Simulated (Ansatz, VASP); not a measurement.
## SnAs: VASP beside Ansatz

One calculation is typed for both programs; each brings its own data sets. How far apart do they land? The cell is taken from a series of runs on this material, whose earlier steps may have relaxed, scaled, displaced or heated it; both programs get it as it stands.

Calculated with Ansatz 0.2.0; plane waves, with VASP 6.6.1 beside it; relaxation of cell and atoms at PBEsol and elastic constants at PBEsol.

**1. Starting point**

It takes space group Fm-3m (No. 225, cubic). Conventional cell: a = 5.714 Å, b = 5.714 Å, c = 5.714 Å, α = 90.00°, β = 90.00°, γ = 90.00°. Nearest to Sn lie 6 As at 2.86 Å. Nearest to As lie 6 Sn at 2.86 Å. Farther neighbours are not listed.

**2. Ansatz: relaxation of cell and atoms, PBEsol**

Ansatz runs on its default PAW (the set named soft_2) files.

The relaxed volume is the usual yardstick between codes: in a stiff, nearly cubic crystal its relative difference is about their pressure difference at one cell divided by the bulk modulus.

File input.yaml:

```yaml
crystal:
  lattice:
    - [0.0, 2.857045759, 2.857045759]
    - [2.857045759, 0.0, 2.857045759]
    - [2.857045759, 2.857045759, 0.0]
  atoms:
    - { symbol: Sn, position: [0.0, 0.0, 0.0] }
    - { symbol: As, position: [0.5, 0.5, 0.5] }
kpoints:
  mp_grid: { grid: [16, 16, 16] }
hamiltonian:
  xc: pbesol
scf:
  occupations: { method: fermi_dirac, width: 0.15 }
output:
  forces: true
  stress: true
  eigenvalues: true
relax:
  adjacent_minimum: "off"
  f_tol: 0.001
  max_steps: 60
  cell: { stress_tol: 0.01 }
```

Command:

```console
ansatz run input.yaml --threads 8 --pin off --max-ram 14336MiB --backend cpu --events-out ev --progress --plain --runs-dir out
```

Numbers of over 12 decimals in the logs are rounded to 6 here.

The program printed:

```text
Engine: ansatz 0.2.0, x86_64-unknown-linux-gnu
Pseudopotentials: kind: paw
Pseudopotential: Sn, paw, valence charge 14, recommended cutoff 420 eV (normal), Sn.paw.azcp
Pseudopotential: As, paw, valence charge 15, recommended cutoff 420 eV (normal), As.paw.azcp
Functional definition: PBEsol
  exchange = pbesol_x
  correlation = pbesol_c
Crystal: 2 atoms, lattice volume = 46.642 Å³
Basis set: ecut = 420 eV, 941 PW (Γ), exchange–correlation on 60×60×60 points (8 copies of the dense FFT grid, shifted against one another)
Bands: 19, of which v1, the nominal top of the filled ones, is band 15 counted from 1 (14 counted from 0)
Symmetry: 48 space group operations
Space group: Fm-3m (ITA 225), of the structure as read, at distance tolerance 3.6e-5 Å
k-points: 145 of 4096
Non-local potential: Sn, projectors of the file, l = 0: 2, l = 1: 2, l = 2: 2, l = 3: 2
Non-local potential: As, projectors of the file, l = 0: 2, l = 1: 2, l = 2: 3, l = 3: 1
PAW form: soft (Blöchl's): semilocal exchange-correlation on the pseudo side does not see the compensation charge
PAW frozen core: Sn, regenerated for the run's functional, and the local potential with it (the file was generated under x = pbe(κ = 0.804, μ = 0.219515), c = pbe(β = 0.066725))
PAW frozen core: As, regenerated for the run's functional, and the local potential with it (the file was generated under x = pbe(κ = 0.804, μ = 0.219515), c = pbe(β = 0.066725))
PAW one-centre angular grid: Sn, 590 points (default); XC on 64 Gauss nodes
PAW one-centre angular grid: As, 590 points (default); XC on 64 Gauss nodes
Initial density: superposition of atomic densities (neutral atoms: chi_scale 0, normalization atom), corrected by the library's trained network
Initial wavefunctions: pseudopotential atomic-orbital guess
Functional: x = pbesol(κ = 0.804, μ = 0.123457), c = pbesol(β = 0.046)
SCF iter   1: F=—  HF=-10763.007276 eV  |F-HF|=—  |Δ(HF+E_count)|=         —  Δρ=3.06e-3  dr2=6.43e-3  ethr=1.77e-3  ⟨swp⟩=5.2  Hψ=12814  notcnv=0
preconditioner: auto → Kerker (q_TF=auto, 2.521 Å⁻¹)  [metal: Δε(μ)=0.136 eV  Ē_g=18.315 eV  σ=0.150 eV  W_gap=0.22  n_scr=14 (ndim 8)  ℏωp=23.7 eV  f_vac=0.000  D(μ)=0.71/eV (n_scr^D=0)]
SCF iter   2: F=—  HF=-10763.004362 eV  |F-HF|=—  |Δ(HF+E_count)|=   2.91e-3  Δρ=1.88e-3  dr2=2.27e-3  ethr=2.22e-5  ⟨swp⟩=2.5  Hψ=6023  notcnv=0
SCF iter   3: F=—  HF=-10763.003783 eV  |F-HF|=—  |Δ(HF+E_count)|=   5.80e-4  Δρ=6.08e-4  dr2=2.60e-4  ethr=7.83e-6  ⟨swp⟩=2.7  Hψ=5144  notcnv=0
SCF iter   4: F=—  HF=-10763.003713 eV  |F-HF|=—  |Δ(HF+E_count)|=   6.96e-5  Δρ=2.91e-4  dr2=3.54e-5  ethr=8.98e-7  ⟨swp⟩=2.0  Hψ=4854  notcnv=0
SCF iter   5: F=—  HF=-10763.003717 eV  |F-HF|=—  |Δ(HF+E_count)|=   3.70e-6  Δρ=8.83e-5  dr2=4.66e-6  ethr=1.22e-7  ⟨swp⟩=2.0  Hψ=4123  notcnv=0
SCF iter   6: F=—  HF=-10763.003717 eV  |F-HF|=—  |Δ(HF+E_count)|=   4.88e-7  Δρ=6.42e-5  dr2=1.14e-6  ethr=1.61e-8  ⟨swp⟩=2.0  Hψ=4871  notcnv=0
SCF iter   7: F=-10763.003716 eV  HF=-10763.003716 eV  |F-HF|=1.92e-8  |Δ(HF+E_count)|=   8.71e-7  Δρ=8.06e-6  dr2=4.89e-8  ethr=3.45e-10  ⟨swp⟩=3.4  Hψ=11697  notcnv=0
SCF 1 converged in 7 iterations: F = -10763.003716 eV  dr2 = 4.89e-8
  greatest PAW one-centre occupation: 0.999 electrons in one spin orbital (limit 2), on the As atom at site 1 (counted from 0), in its partial waves of l = 2
relax step   1: F+E_penalty+E_count = -10763.00371628 eV  Δ(F+E_penalty+E_count) = +0.000e0 eV  max|allowed force component| = 2.169e-30 eV/Å  Δτ_max = 0.0000 Å  P = +0.074 GPa  Ω = 46.642 Å³  (7 SCF iters, dr2 threshold 1.00e-7 eV, accepted)
[...]
relax step   2: F+E_penalty+E_count = -10763.00369621 eV  Δ(F+E_penalty+E_count) = +2.007e-5 eV  max|allowed force component| = 2.301e-30 eV/Å  Δτ_max = 0.0000 Å  P = -0.067 GPa  Ω = 46.734 Å³  energy of the carried Pulay correction = -2.196e-5 eV  (4 SCF iters, dr2 threshold 1.37e-8 eV, accepted)
[...]
relax step   3: F+E_penalty+E_count = -10763.00371579 eV  Δ(F+E_penalty+E_count) = -1.958e-5 eV  max|allowed force component| = 4.404e-30 eV/Å  Δτ_max = 0.0000 Å  P = -0.000 GPa  Ω = 46.690 Å³  energy of the carried Pulay correction = -1.150e-5 eV  (4 SCF iters, dr2 threshold 1.13e-8 eV, accepted)
[...]
relax step   4: F+E_penalty+E_count = -10763.00372562 eV  Δ(F+E_penalty+E_count) = -9.835e-6 eV  max|allowed force component| = 2.136e-31 eV/Å  Δτ_max = 0.0000 Å  P = -0.000 GPa  Ω = 46.690 Å³  stress off target by 9.06e-5 GPa  SCF on the basis re-selected at this cell (its energy is not comparable with the rows above)  (6 SCF iters)
basis re-selected at this cell: Δ(F+E_penalty+E_count) = -9.835e-6 eV, ΔP = +0.000 GPa vs the last step (what re-selecting the basis moved, of the pressure what is left beyond the Pulay correction that the steps carried, after the strain that the cell walked since its last selection, with what the two solves' SCF thresholds leave and, on support functions, any second-order correction that the steps lacked; it is no m [...]
SCF converged after 6 iterations
Free energy (F): -10763.003726 eV
Harris-Foulkes:  -10763.003726 eV  (|F-HF|=0.00e0)
Internal energy: -10762.950331 eV  (E = F + TS)
E sigma→0 (E₀):  -10762.977029 eV
Entropy (-TS):   -0.053394 eV (-26.697 meV/atom)
Fermi energy:    10.971973 eV
--- Per-component energies (eV) ---
  E_band       = -299.610655
  E_kinetic    = 290.521185
  E_local      = -2472.321979  (includes V_loc(G=0)·N_el)
  E_nonlocal   = -698.796510
  E_hartree    = 1440.569462
  E_xc         = -458.399816
  E_vxc        = -176.766514  (∫ρ·V_xc dr)
  E_paw        = -5857.998879  (= ΣΔE_a)
  E_vpaw       = -123.385763  (= ΣTr[D̂ρ^β])
  E_aug_tail   = 0.000009  (compensation charges beyond the density's cutoff)
  E_ewald      = -3007.775072
  E_core_change = 1.251268  (= ΣΔE_core)
  E_smearing   = -0.053394  (= −TS)
  E_closure    = 0.000000  (closes the sum)
  Σ components = -10763.003726   (vs F -10763.003726, Δ=0.00e0)
--- Forces (eV/Å), atoms counted from 1 ---
  atom   1  Sn    -0.00000000    -0.00000000     0.00000000
  atom   2  As    -0.00000000    -0.00000000     0.00000000
  max |Σ_I F_I| component: 7.56e-31 eV/Å
--- Stress (GPa, compression-positive) ---
       -0.000091       0.000000      -0.000000
        0.000000      -0.000091       0.000000
        0.000000      -0.000000      -0.000091
  P = ⅓ Tr σ = -0.0001 GPa (-0.001 kbar)
--- Band table (eV; the first three rows and the last of 145) ---
  k-point 0: bands = [... 11 lower, 8.3404, 9.9100, 9.9100, 9.9100, 16.4905, 16.4905, 16.4905, 17.0148]
  k-point 1: bands = [... 11 lower, 7.8846, 9.9148, 9.9148, 10.2749, 16.1286, 16.1534, 16.1534, 17.0388]
  k-point 2: bands = [... 11 lower, 7.0154, 9.9316, 9.9316, 10.8625, 15.4668, 15.4668, 15.5164, 17.0172]
  k-point 144: bands = [... 11 lower, 3.9196, 6.1420, 6.1420, 11.9167, 13.1730, 16.9595, 16.9595, 19.8646]
--- Relaxed structure (3 steps of the walk, 3 accepted, 1 SCFs on fresh bases) ---
  F+E_penalty+E_count = -10763.00372562 eV   max|allowed force component| = 2.136e-31 eV/Å   (the final SCF, on the basis selected at the relaxed cell)
  cell:  # Å, volume = 46.6902 Å³
    - [0, 2.858020, 2.858020]
    - [2.858020, 0, 2.858020]
    - [2.858020, 2.858020, 0]
  atoms:
    - { symbol: Sn, position: [0, 0, 0] }
    - { symbol: As, position: [0.5, 0.5, 0.5] }
```

The column dr2 measures how far the density is from self-consistency, as an energy; F and HF (Harris–Foulkes) agree once it is small.

**3. VASP: relaxation of cell and atoms, PBEsol**

The same cell, functional, mesh and smearing now go to VASP, with its own data sets.

Lines of VASP's logs that name or quote its potential files are left out, and so is its time.

File INCAR:

```
SYSTEM = SnAs
PREC = Accurate
ENCUT = 500
EDIFF = 1E-07
NELM = 120
ISMEAR = -1
SIGMA = 0.15
LREAL = .FALSE.
ALGO = Normal
GGA = PS
NBANDS = 15
LORBIT = 11
LWAVE = .FALSE.
LCHARG = .FALSE.
ISIF = 3
IBRION = 2
NSW = 80
EDIFFG = -0.005
LASPH = .TRUE.
GGA_COMPAT = .FALSE.
NELMIN = 4
KPAR = 2
```

File POSCAR:

```
SnAs
1.0
    0.0000000000      2.8570460000      2.8570460000
    2.8570460000      0.0000000000      2.8570460000
    2.8570460000      2.8570460000      0.0000000000
Sn As
1 1
Direct
    0.0000000000      0.0000000000      0.0000000000
    0.5000000000      0.5000000000      0.5000000000
```

File KPOINTS:

```
Automatic mesh
0
Gamma
16 16 16
0 0 0
```

PAW data sets: Sn_d and As (PBE family, release 64).

Command:

```console
mpirun -np 2 vasp_std
```

The program printed:

```text
[banner, memory and clock lines left out]
running    2 mpi-ranks, on    1 nodes
 distrk:  each k-point on    1 cores,    2 groups
 distr:  one band on    1 cores,    1 groups

 POSCAR found type information on POSCAR SnAs
 POSCAR found :  2 types and       2 ions
|                                                                             |
|               ----> ADVICE to this user running VASP <----                  |
|                                                                             |
|     You enforced a specific xc type in the INCAR file but a different       |
|     [... a line on the potential file left out ...]
|     I HOPE YOU KNOW WHAT YOU ARE DOING!                                     |
|                                                                             |

 LDA part: xc-table for (Slater+PW92), standard interpolation
 POSCAR, INCAR and KPOINTS ok, starting setup
 FFT: planning ... GRIDC
 FFT: planning ... GRID_SOFT
 FFT: planning ... GRID
 WAVECAR not read
 entering main loop
       N       E                     dE             d eps       ncg     rms          rms(c)
DAV:   1     0.111720358470E+03    0.11172E+03   -0.90394E+03  4414   0.151E+03
DAV:   2    -0.107226006397E+01   -0.11279E+03   -0.10992E+03  4707   0.360E+02
DAV:   3    -0.948624055559E+01   -0.84140E+01   -0.83314E+01  5631   0.854E+01
DAV:   4    -0.967123661982E+01   -0.18500E+00   -0.18495E+00  4917   0.138E+01
DAV:   5    -0.967785445741E+01   -0.66178E-02   -0.66177E-02  6325   0.245E+00    0.274E+00
DAV:   6    -0.957627683826E+01    0.10158E+00   -0.19382E-01  6590   0.485E+00    0.161E+00
DAV:   7    -0.956785163614E+01    0.84252E-02   -0.43432E-02  5899   0.173E+00    0.542E-01
DAV:   8    -0.956681532402E+01    0.10363E-02   -0.36457E-03  5400   0.677E-01    0.647E-02
DAV:   9    -0.956680975194E+01    0.55721E-05   -0.30732E-04  5920   0.208E-01    0.560E-02
DAV:  10    -0.956680959357E+01    0.15836E-06   -0.23998E-05  5184   0.362E-02    0.340E-02
DAV:  11    -0.956680740041E+01    0.21932E-05   -0.94573E-06  6652   0.315E-02    0.438E-03
DAV:  12    -0.956680709619E+01    0.30422E-06   -0.87207E-07  5393   0.831E-03    0.307E-03
DAV:  13    -0.956680708282E+01    0.13376E-07   -0.14685E-08  3302   0.102E-03
   1 F= -.95668071E+01 E0= -.95401692E+01  d E =-.956681E+01
 curvature:   0.00 expect dE= 0.000E+00 dE for cont linesearch  0.000E+00
 trial: gam= 0.00000 g(F)=  0.153E-60 g(S)=  0.170E-03 ort = 0.000E+00 (trialstep = 0.100E+01)
 search vector abs. value=  0.170E-03
 bond charge predicted
       N       E                     dE             d eps       ncg     rms          rms(c)
DAV:   1    -0.956877033728E+01   -0.19632E-02   -0.40881E-02  5477   0.345E+00    0.238E-01
DAV:   2    -0.956725963264E+01    0.15107E-02   -0.24421E-03  5407   0.905E-01    0.108E-01
DAV:   3    -0.956687867601E+01    0.38096E-03   -0.10571E-03  5567   0.548E-01    0.151E-02
DAV:   4    -0.956686789898E+01    0.10777E-04   -0.41485E-05  5022   0.725E-02    0.768E-03
DAV:   5    -0.956686199150E+01    0.59075E-05   -0.29630E-06  6749   0.165E-02    0.190E-03
DAV:   6    -0.956686147470E+01    0.51680E-06   -0.48782E-07  5316   0.115E-02    0.778E-04
DAV:   7    -0.956686140702E+01    0.67685E-07   -0.28540E-08  2742   0.176E-03
   2 F= -.95668614E+01 E0= -.95400753E+01  d E =-.543242E-04
 trial-energy change:   -0.000054  1 .order   -0.000051   -0.000170    0.000069
 step:   0.7296(harm=  0.7113)  dis= 0.00000  next Energy=    -9.566871 (dE=-0.636E-04)
 bond charge predicted
       N       E                     dE             d eps       ncg     rms          rms(c)
DAV:   1    -0.956701105926E+01   -0.14958E-03   -0.29710E-03  5463   0.925E-01    0.645E-02
DAV:   2    -0.956689937270E+01    0.11169E-03   -0.17926E-04  5414   0.246E-01    0.291E-02
DAV:   3    -0.956687222914E+01    0.27144E-04   -0.76700E-05  5539   0.148E-01    0.411E-03
DAV:   4    -0.956687216418E+01    0.64961E-07   -0.30147E-06  4952   0.194E-02    0.209E-03
DAV:   5    -0.956687229528E+01   -0.13110E-06   -0.20918E-07  4797   0.449E-03    0.488E-04
DAV:   6    -0.956687236907E+01   -0.73788E-07   -0.35974E-08  2441   0.308E-03
   3 F= -.95668724E+01 E0= -.95401265E+01  d E =-.652862E-04
 curvature:  -0.35 expect dE=-0.338E-07 dE for cont linesearch -0.338E-07
 trial: gam= 0.00000 g(F)=  0.147E-61 g(S)=  0.955E-07 ort =-0.403E-05 (trialstep = 0.946E+00)
 search vector abs. value=  0.956E-07
 reached required accuracy - stopping structural energy minimisation
```

OUTCAR, selected parts (step 3):

```text
ion  position               nearest neighbor table
   1  0.000  0.000  0.000-   2 2.86   2 2.86   2 2.86   2 2.86   2 2.86   2 2.86
   2  0.500  0.500  0.500-   1 2.86   1 2.86   1 2.86   1 2.86   1 2.86   1 2.86

  LATTYP: Found a face centered cubic cell.
 ALAT       =     5.7140920000

 Subroutine GETGRP returns: Found 48 space group operations
 (whereof 48 operations were pure point group operations)

The static configuration has the point symmetry O_h .

 Found    145 irreducible k-points:

   k-points           NKPTS =    145   k-points in BZ     NKDIM =    145   number of bands    NBANDS=     15

   dimension x,y,z NGX =    30 NGY =   30 NGZ =   30
   dimension x,y,z NGXF=    60 NGYF=   60 NGZF=   60

   ENCUT  =  500.0 eV  36.75 Ry    6.06 a.u.   7.37  7.37  7.37*2*pi/ulx,y,z

   NELECT =      19.0000    total number of electrons

 k-points in reciprocal lattice and weights: Automatic mesh
   0.00000000  0.00000000  0.00000000       0.000
   0.06250000  0.00000000  0.00000000       0.002
   0.12500000  0.00000000  0.00000000       0.002
   0.18750000  0.00000000  0.00000000       0.002
   0.25000000  0.00000000  0.00000000       0.002
   0.31250000  0.00000000  0.00000000       0.002
   0.37500000  0.00000000  0.00000000       0.002
   0.43750000  0.00000000  0.00000000       0.002
   0.50000000  0.00000000  0.00000000       0.001
[...]
-0.31250000  0.50000000  0.18750000       0.003
  -0.25000000  0.50000000  0.25000000       0.001

 average (electrostatic) potential at core
       1 -99.9171       2 -47.4677

 E-fermi :   6.9089

 k-point     1 :       0.0000    0.0000    0.0000
  band No.  band energies     occupation
    ...
      6      -6.2669      2.00000
      7       4.2800      2.00000
      8       5.8513      1.99827
      9       5.8513      1.99827
     10       5.8513      1.99827
     11      12.4197      0.00000
     12      12.4197      0.00000
     13      12.4197      0.00000
     14      12.9402      0.00000
     15      12.9402      0.00000

 k-point     2 :       0.0625    0.0000    0.0000
  band No.  band energies     occupation
    ...
      6      -6.2198      2.00000
      7       3.8249      2.00000
      8       5.8560      1.99821
      9       5.8560      1.99821
     10       6.2151      1.98058
     11      12.0584      0.00000
     12      12.0824      0.00000
     13      12.0824      0.00000
     14      12.9660      0.00000
     15      13.0718      0.00000

 k-point     3 :       0.1250    0.0000    0.0000
  band No.  band energies     occupation
    ...
      6      -6.0795      2.00000
      7       2.9565      2.00000
      8       5.8728      1.99800
      9       5.8728      1.99800
     10       6.8017      1.34284
     11      11.3963      0.00000
     12      11.3963      0.00000
     13      11.4475      0.00000
     14      12.9460      0.00000
     15      13.3813      0.00000

  Total       -0.0011485     -0.0011485     -0.0011485      0.0000000     -0.0000000      0.0000000
  in kB       -0.0393505     -0.0393505     -0.0393505      0.0000000     -0.0000000      0.0000000
  external PRESSURE =      -0.0393505 kB  Pullay stress =       0.0000000 kB

  energy-cutoff  :      500.00
  volume of cell :       46.76
      direct lattice vectors                 reciprocal lattice vectors
     0.000000000  2.859485914  2.859485914    -0.174856605  0.174856605  0.174856605
     2.859485914  0.000000000  2.859485914     0.174856605 -0.174856605  0.174856605
     2.859485914  2.859485914  0.000000000     0.174856605  0.174856605 -0.174856605

 POSITION                                       TOTAL-FORCE (eV/Angst)
 -----------------------------------------------------------------------------------
      0.00000      0.00000      0.00000         0.000000     -0.000000     -0.000000
      2.85949      2.85949      2.85949        -0.000000      0.000000      0.000000
 -----------------------------------------------------------------------------------
    total drift:                               -0.000000      0.000000      0.000000

  FREE ENERGIE OF THE ION-ELECTRON SYSTEM (eV)
  ---------------------------------------------------
  free  energy   TOTEN  =        -9.5668723691 eV

  energy  without entropy=       -9.5133806731  energy(sigma->0) =       -9.54012652

 reached required accuracy - stopping structural energy minimisation

 total charge
# of ion       s       p       d       tot
------------------------------------------
    1        1.226   0.948  10.016  12.189
    2        1.268   1.439   0.034   2.741
--------------------------------------------------
tot          2.493   2.387  10.050  14.930

[... 3 further parts left out ...]
```

CONTCAR:

```
SnAs
   1.00000000000000
     0.0000000000000000    2.8594859139763593    2.8594859139763593
     2.8594859139763593    0.0000000000000000    2.8594859139763593
     2.8594859139763593    2.8594859139763593    0.0000000000000000
  Sn              As
     1     1
Direct
     0.0000000000000000    0.0000000000000000    0.0000000000000000
     0.5000000000000000    0.5000000000000000    0.5000000000000000
```

This run has no spin polarisation. Its electron count is odd, so without a moment it is a metal by construction.

**4. Comparison**

Known differences besides the potentials themselves: the data sets hold 29 valence electrons in Ansatz (on its default PAW (the set named soft_2) files) and 19 in VASP; the cutoff is 420 eV in Ansatz and 500 eV in VASP; Ansatz makes its cores anew for this functional, VASP keeps those of its PBE data sets; Ansatz adds a Pulay correction to the stress that steers its cell, VASP none. Total energies have different zeros and are not compared.

Both answers:

| quantity | Ansatz | VASP | difference |
| --- | --- | --- | --- |
| volume (Å³) | 46.69 | 46.76 | -0.15 % |
| edge a after relaxation, in the typed setting (Å) | 4.042 | 4.044 | -0.05 % |

[end of part 1 of 2]

[Lines on the potential files, build, host, timing and source positions are cut from VASP's logs without a mark.]

[Logs are printed without paths, hosts, clocks, repeated set-up lines and the standing remarks that a program may print on its own settings, such as how far it seeks lower states.]

[Hosts, paths, dates, database ids (printed as entryN), source tags and the programs' standing remarks are cut or masked in the printed files.]
